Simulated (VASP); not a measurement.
These are TPSS meta-GGA, VASP's PBE PAW potentials (set 64) (plane waves; VASP) values and carry that method's errors.

The input files of a VASP run:

File KPOINTS_OPT:
```
k-points along high-symmetry lines
10
Line-mode
Reciprocal
  0.000000   0.000000   0.000000 ! GAMMA
 -0.500000  -0.500000   0.000000 ! X

 -0.500000  -0.500000   0.000000 ! X
 -0.375000  -0.375000   0.250000 ! U

 -0.375000  -0.000000   0.375000 ! K
  0.000000   0.000000   0.000000 ! GAMMA

  0.000000   0.000000   0.000000 ! GAMMA
 -0.000000  -0.000000   0.500000 ! L

 -0.000000  -0.000000   0.500000 ! L
 -0.500000  -0.250000   0.250000 ! W

 -0.500000  -0.250000   0.250000 ! W
 -0.500000  -0.500000   0.000000 ! X
```

### POSCAR
```
BAs
1
   -0.0000000000     2.4044962700     2.4044962700
    2.4044962700    -0.0000000000     2.4044962700
    2.4044962700     2.4044962700    -0.0000000000
B As
1 1
Direct
  0.0000000000   0.0000000000   0.0000000000
  0.2500000000   0.2500000000   0.2500000000
```

### KPOINTS
```
Automatic mesh
0
Gamma
11 11 11
0 0 0
```

INCAR:
```
SYSTEM = BAs
PREC = Accurate
ENCUT = 520
EDIFF = 1E-7
NELM = 100
ALGO = Normal
LREAL = .FALSE.
LASPH = .TRUE.
ISMEAR = -5
METAGGA = TPSS
LMIXTAU = .TRUE.
LMAXMIX = 4
LWAVE = .FALSE.
LCHARG = .FALSE.
LORBIT = 11
NEDOS = 601
ISIF = 2
```

POTCAR, in this order: B As (PBE.64 set). Program: vasp_std.

### Question
Predict the energy per atom (σ→0), band gap (over mesh and band path).

### Answer

| Property | Result |
|---|---|
| energy per atom (σ→0) | -10.300 eV/atom |
| band gap (over mesh and band path) | 1.19 eV |

OSZICAR:
```
...
DAV:  17    -0.206000476089E+02   -0.12413E-04   -0.15360E-05   984   0.373E-02    0.900E-04
DAV:  18    -0.206000477186E+02   -0.10970E-06   -0.19272E-07  1152   0.479E-03    0.872E-04
DAV:  19    -0.206000478606E+02   -0.14200E-06   -0.27090E-08   488   0.181E-03    0.311E-04
DAV:  20    -0.206000479632E+02   -0.10261E-06   -0.40536E-08   448   0.257E-03    0.960E-05
DAV:  21    -0.206000479691E+02   -0.59449E-08   -0.37772E-09   448   0.850E-04
   1 F= -.20600048E+02 E0= -.20600048E+02  d E =0.000000E+00
       N       E                     dE             ncg
       N       E                     dE             ncg
```

The compound is BAs in the zinc blende structure. It was relaxed first.
